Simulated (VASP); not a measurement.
Method: PBE GGA + U (Dudarev), VASP's PBE PAW potentials (set 64) (plane waves; VASP).

VASP ran on this input.

### INCAR
```
# general
SYSTEM     =  MoSi2
PREC       =  Accurate
ENCUT      =  400
LREAL      =  .False.
LASPH      =  .True.

# electronic loop
EDIFF      =  1E-6
NELM       =  100
ALGO       =  Normal
LMAXMIX    =  4

# smearing
ISMEAR     =  1
SIGMA      =  0.1

# functional
GGA        =  PE

# DFT+U
LDAU       =  .True.
LDAUTYPE   =  2
LDAUL      =  -1 2
LDAUU      =  0 6.0
LDAUJ      =  0 0
LDAUPRINT  =  1

# ions
ISIF       =  2

# output
LWAVE      =  .False.
LCHARG     =  .False.
LORBIT     =  10
```

File KPOINTS:
```
Automatic mesh
0
Gamma
12 12 12
0 0 0
```

File POSCAR:
```
MoSi2
1
   -1.6050000000     1.6050000000     3.9250000000
    1.6050000000    -1.6050000000     3.9250000000
    1.6050000000     1.6050000000    -3.9250000000
Si Mo
2 1
Direct
  0.6650000000   0.6650000000   0.0000000000
  0.3350000000   0.3350000000   0.0000000000
  0.0000000000   0.0000000000   0.0000000000
```

POTCAR, in this order: Si Mo_sv (PBE.64 set). Program: vasp_std.

Estimate the energy per atom (σ→0), pressure, largest force, band gap (on the k-mesh).

```json
{
 "energy per atom (σ→0)": "-5.386 eV/atom",
 "band gap (on the k-mesh)": "none (metal, semimetal or under 0.01 eV)",
 "pressure": "5.20 GPa",
 "largest_force": "0.00843 Ry/bohr"
}
```

### OSZICAR
```
...
DAV:   8    -0.161405578557E+02   -0.37588E-01   -0.17207E-01  6318   0.245E+00    0.613E-01
DAV:   9    -0.161506168047E+02   -0.10059E-01   -0.14040E-02  6234   0.730E-01    0.390E-01
DAV:  10    -0.161572554921E+02   -0.66387E-02   -0.15718E-02  6040   0.689E-01    0.136E-01
DAV:  11    -0.161578713599E+02   -0.61587E-03   -0.16934E-03  6405   0.218E-01    0.453E-02
DAV:  12    -0.161579622106E+02   -0.90851E-04   -0.21428E-04  6066   0.760E-02    0.243E-02
DAV:  13    -0.161579760277E+02   -0.13817E-04   -0.50190E-05  6332   0.360E-02    0.579E-03
DAV:  14    -0.161579770260E+02   -0.99835E-06   -0.44845E-06  5219   0.117E-02
   1 F= -.16157977E+02 E0= -.16157999E+02  d E =0.652326E-04
```

The compound is MoSi2 in the MoSi2 type structure. The cell was not relaxed at this level. The run is one of a series of settings (LDAU = .TRUE., LDAUJ = 0 0, LDAUL = -1 2, LDAUTYPE = 2, LDAUU = 0 6.0 against the base run), some of them coarse on purpose.
